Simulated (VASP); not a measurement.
A hop in Si (diamond): Ge into a Si vacancy, in a supercell of 63 atoms with charge +1. Nudged elastic band with 3 images between relaxed ends, without a climbing image, so the barrier is a lower bound. Method: PBE GGA, VASP's PBE PAW potentials (set 64) (plane waves; VASP). Settings: PREC = Normal, LREAL = Auto, ISYM = 0, NELECT = 251.0, 400 eV cut-off, 1×1×1 Γ-centred mesh, Gaussian smearing of 0.050 eV, potentials Si Ge.

The cell is charged, with a uniform compensating background. The supercell is sampled at Γ alone, which is coarse: total energies, pressure and levels can be off, energies of defects by several tenths of an eV.

First end (POSCAR):

```
GeSi62
1.0
    10.937075    0.000000    0.000000
     0.000000   10.937075    0.000000
     0.000000    0.000000   10.937075
Si Ge
62 1
Direct
     0.501101    0.999570    0.999727
     0.625756    0.125842    0.125804
     0.750427    0.249897    0.000412
     0.874445    0.374421    0.125981
     0.750135    0.000192    0.250027
     0.874516    0.125418    0.374653
     0.000113    0.999660    0.000299
     0.125025    0.124836    0.125129
     0.250218    0.249856    0.999903
     0.375803    0.373854    0.124558
     0.500437    0.499293    0.000064
     0.625826    0.623945    0.124574
     0.749977    0.749583    0.999972
     0.874808    0.874971    0.125198
     0.250499    0.999749    0.250042
     0.376143    0.124037    0.374360
     0.498938    0.250251    0.250597
     0.749635    0.501188    0.250768
     0.876117    0.623856    0.374338
     0.500784    0.999748    0.499821
     0.626155    0.124225    0.624413
     0.749913    0.250340    0.501351
     0.875826    0.374078    0.624382
     0.750191    0.999720    0.750004
     0.875096    0.124880    0.875469
     0.000643    0.499002    0.999715
     0.125603    0.626027    0.125478
     0.250494    0.749803    0.000104
     0.374367    0.874602    0.125665
     0.999937    0.249650    0.250065
     0.125308    0.374507    0.374712
     0.251899    0.497801    0.250402
     0.373127    0.626696    0.372668
     0.502327    0.747958    0.250657
     0.625549    0.874809    0.374879
     0.000591    0.999056    0.499147
     0.125288    0.125300    0.625905
     0.251995    0.250126    0.497857
     0.373174    0.372216    0.627044
     0.627679    0.626985    0.627262
     0.749908    0.747913    0.497900
     0.874570    0.874429    0.626234
     0.250216    0.999890    0.749842
     0.373939    0.125351    0.874792
     0.502368    0.250100    0.748371
     0.625375    0.374508    0.875271
     0.749607    0.497570    0.748383
     0.874449    0.625798    0.874891
     0.000255    0.749624    0.249949
     0.125966    0.873953    0.373721
     0.000597    0.499408    0.499849
     0.124708    0.624595    0.624946
     0.251592    0.748248    0.501508
     0.375367    0.875443    0.624652
     0.000172    0.249782    0.749843
     0.125831    0.373732    0.874237
     0.251675    0.501216    0.748590
     0.375471    0.624386    0.875601
     0.498480    0.748385    0.748604
     0.626131    0.874146    0.874302
     0.999957    0.749529    0.750096
     0.124953    0.874951    0.875217
     0.611575    0.388442    0.388786
```

Last end:

```
GeSi62
1.0
    10.937075    0.000000    0.000000
     0.000000   10.937075    0.000000
     0.000000    0.000000   10.937075
Si Ge
62 1
Direct
     0.499152    1.000974    1.000933
     0.626752    0.126624    0.126691
     0.749989    0.250458   -0.000221
     0.873833    0.373632    0.126878
     0.749819   -0.000658    0.250500
     0.873828    0.126249    0.373734
     0.000248    0.999708    0.000349
     0.125133    0.125267    0.125488
     0.250515    0.248834    1.000348
     0.375364    0.377081    0.126572
     0.499853    0.499998   -0.000313
     0.622482    0.624579    0.126832
     0.750720    0.749250    1.000535
     0.874674    0.874550    0.125480
     0.250705    1.000379    0.249025
     0.375693    0.126278    0.377459
     0.496761    0.247397    0.247612
     0.752721    0.503366    0.247942
     0.873870    0.624415    0.377805
     0.500080    0.999161    0.500390
     0.622922    0.126339    0.624723
     0.752703    0.247493    0.503179
     0.873487    0.377306    0.624902
     0.751139    1.000260    0.749750
     0.874906    0.124967    0.875349
    -0.000342    0.500905    1.001028
     0.125238    0.625165    0.125205
     0.250466    0.750225   -0.000116
     0.375228    0.875329    0.125369
     1.000729    0.250260    0.250660
     0.125396    0.375229    0.375382
     0.249726    0.500919    0.250881
     0.375602    0.624297    0.374112
     0.498854    0.750459    0.251026
     0.625017    0.874558    0.375486
    -0.000630    1.000303    0.501135
     0.124814    0.125078    0.624975
     0.249693    0.250538    0.500788
     0.375593    0.373387    0.624646
     0.626184    0.624515    0.624817
     0.749408    0.750179    0.501213
     0.874803    0.874866    0.625432
     0.249906    0.999909    0.749943
     0.374970    0.125028    0.875206
     0.499111    0.250451    0.750581
     0.624775    0.374995    0.874983
     0.749170    0.500817    0.750732
     0.874730    0.624722    0.875674
    -0.000269    0.749048    0.249033
     0.124490    0.875299    0.375529
     0.000904    0.499876    0.500666
     0.125474    0.625262    0.625668
     0.250574    0.749146    0.500433
     0.374589    0.874476    0.625224
    -0.000433    0.248700    0.749522
     0.124438    0.375511    0.875562
     0.250805    0.500250    0.749531
     0.374937    0.625128    0.874715
     0.499535    0.749392    0.749297
     0.624126    0.875547    0.875604
     1.000067    0.749758    0.750400
     0.124866    0.875099    0.875270
     0.514136    0.485817    0.486436
```

**Question.** Predict the energy profile and the barrier.

**Answer.** 
```tsv
image	path length (Å)	E − E(first end) (eV)
0	0.00	0.000
1	0.51	0.132
2	1.03	0.367
3	1.54	0.131
4	2.06	0.000
```
The highest image is number 2 (counting the first end as 0), 1.03 Å along the path. The barrier is 0.37 eV forward and 0.37 eV back; the ends differ by 0.00 eV.

The cell is a supercell with a defect, built from Si (diamond): Ge into a Si vacancy, charge +1. The total moment is imposed (NUPDOWN), so this need not be the lowest spin state.
